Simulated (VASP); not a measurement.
Here is the system:

```xyz
4
Lattice="4.4126 0.0000 0.0000 2.2063 5.7575 0.0000 0.0000 0.0000 15.2402" Properties=species:S:1:pos:R:3 pbc="T T T"
La     4.4126     3.9704     7.3819
La     2.2063     1.4341    10.2402
Sb     2.2063     3.2053     5.0000
Sb     4.4126     0.6690     7.8583
```

Calculation: PBE GGA, VASP's PBE PAW potentials (set 64) (plane waves; VASP). Numerical set-up: 300 eV cut-off, 3×3×1 Γ-centred mesh, Gaussian smearing of 0.14 eV, potentials La Sb.

At this cut-off the stress carries a Pulay error, which pulls relaxed volumes low. The cell holds a wide vacuum, so values per volume refer to the whole cell.

Q: Give the force on each atom (eV/Å).

A: 
| atom | Fx | Fy | Fz |
|---|---|---|---|
| La1 | 0.000 | 0.131 | -0.547 |
| La2 | 0.000 | -0.383 | -1.385 |
| Sb3 | 0.000 | 0.067 | 0.639 |
| Sb4 | 0.000 | 0.185 | 1.292 |

Q: Give the stress tensor in GPa (positive for a compressed cell).

A: 
```
-2.57   0.00   0.00
 0.00  -1.31  -0.48
 0.00  -0.48  -2.12
```
The pressure is its mean diagonal, -2.00 GPa.

The cell is a sheet with vacuum, built from a generated structure.
